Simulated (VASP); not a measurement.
VASP runs on CdI$_{2}$ (1T layered) share one base input (PBE GGA, plane waves, VASP's PBE PAW potentials (set 64)) and change the settings named in each case.

KPOINTS:
```
kpoints
0
Gamma
5 5 3
0 0 0
```

**POSCAR**
```
CdI2
4.32480
  0.5000000000  -0.8660254809   0.0000000000
  0.5000000000   0.8660254809   0.0000000000
  0.0000000000   0.0000000000   1.6179245283
Cd I
1 2
Cartesian
  0.0000000000   0.0000000000   0.0000000000
  0.5000000000   0.2886757377   0.4028632075
  0.5000000000  -0.2886757377   1.2150613208
```

INCAR:
```
SYSTEM = CdI2
PREC = Accurate
ENCUT = 400
EDIFF = 1E-6
NELM = 100
ALGO = Normal
LREAL = .FALSE.
LASPH = .TRUE.
ISMEAR = 0
SIGMA = 0.05
GGA = PE
LMAXMIX = 4
LWAVE = .FALSE.
LCHARG = .FALSE.
ISIF = 2
```

POTCAR, in this order: Cd I (PBE.64 set). Program: vasp_std.

```tsv
change	E(σ→0) (eV/atom)
base run	-1.8390
ENCUT = 800, POTCAR Cd_sv_GW I (PBE.64 set)	-1.8598
ENCUT = 520	-1.8398
ENCUT = 800	-1.8397
```
 Energies of different potentials or functionals have different zeros. Unless said otherwise, spin-orbit coupling is left out, though it shifts the bands of the heavy elements here.

Left out are runs that ran out of time, are held back, or changed the cell or the kind of run, fixed moments of cells without a moment, rows past the twelfth, gaps on odd meshes, pressures of charged cells and columns that move by less than the noise.

The compound is CdI2 in the 1T layered structure. The cell was not relaxed at this level.
